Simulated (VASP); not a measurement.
Consider the following.

```
BN
1.0
    1.27704    -2.21190     0.00000
    1.27704     2.21190     0.00000
    0.00000     0.00000     6.79320
B N
2 2
Direct
  0.33333   0.66667   0.25000
  0.66667   0.33333   0.75000
  0.66667   0.33333   0.25000
  0.33333   0.66667   0.75000
```

The numbers are results of PBE GGA with D3 dispersion (zero damping), VASP's PBE PAW potentials (set 64) (plane waves; VASP), not measurements. Numerical set-up: 520 eV cut-off, 9×9×3 Γ-centred mesh, Gaussian smearing of 0.050 eV, potentials B N.

Estimate the energy per atom (σ→0), pressure.

| Quantity | Result |
|---|---|
| energy per atom (σ→0) | -855.6 kJ/mol-atom |
| pressure | -11.45 GPa |

The compound is BN in the hex structure. The cell was not relaxed at this level. The run is one of a series of settings (IVDW = 11 against the base run), some of them coarse on purpose.
